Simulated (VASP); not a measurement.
The system is AlN.

```xyz
4
Lattice="3.1130 0.0000 0.0000 -1.5565 2.6959 0.0000 0.0000 0.0000 4.9810" Properties=species:S:1:pos:R:3 pbc="T T T"
Al    0.0000    1.7973    0.0000
Al    1.5565    0.8986    2.4905
N     0.0000    1.7973    1.8928
N     1.5565    0.8986    4.3833
```

| Property | Result |
| --- | --- |
| Program | VASP 6.6.1 |
| Task | relaxation of cell and atoms |
| Functional | LDA |
| Potentials or basis | VASP PAW LDA potentials, release 64 (Al, N) |
| Cutoff | 520 eV |
| k mesh | 12 × 12 × 6 |
| Occupations | gaussian, width 0.02 eV |
| Spin | no spin polarisation |

At the start: pressure -4.1 GPa; volume 10.45 Å³/atom.

Question: How do energy, volume and symmetry change on relaxing?

Answer: Over 8 steps the energy falls by 3.0 meV/atom and the volume is 10.24 Å³/atom (-2.0 %); space group P6_3mc (No. 186, to 0.05 Å).

The path:
| step | energy change (eV) | largest force (eV/Å) | pressure (GPa) | volume (Å³) |
| --- | --- | --- | --- | --- |
| 1 | 0.0000 | 0.1193 | -4.09 | 41.80 |
| 2 | -0.0010 | 0.0856 | 4.16 | 40.21 |
| 3 | -0.0119 | 0.0192 | -0.02 | 40.98 |
| 4 | -0.0119 | 0.0172 | 0.07 | 40.96 |
| 5 | -0.0120 | 0.0113 | 0.09 | 40.95 |
| 6 | -0.0121 | 0.0057 | 0.10 | 40.95 |
| 7 | -0.0121 | 0.0071 | -0.11 | 40.99 |
| 8 | -0.0121 | 0.0003 | 0.00 | 40.97 |

Final structure:
```yaml
crystal:
  lattice:
    - [3.09182, 0.00000, 0.00000]
    - [-1.54591, 2.67759, 0.00000]
    - [0.00000, 0.00000, 4.94843]
  atoms:
    - { symbol: Al, position: [0.33333, 0.66667, 0.99902] }
    - { symbol: Al, position: [0.66667, 0.33333, 0.49902] }
    - { symbol: N, position: [0.33333, 0.66667, 0.38098] }
    - { symbol: N, position: [0.66667, 0.33333, 0.88098] }
```
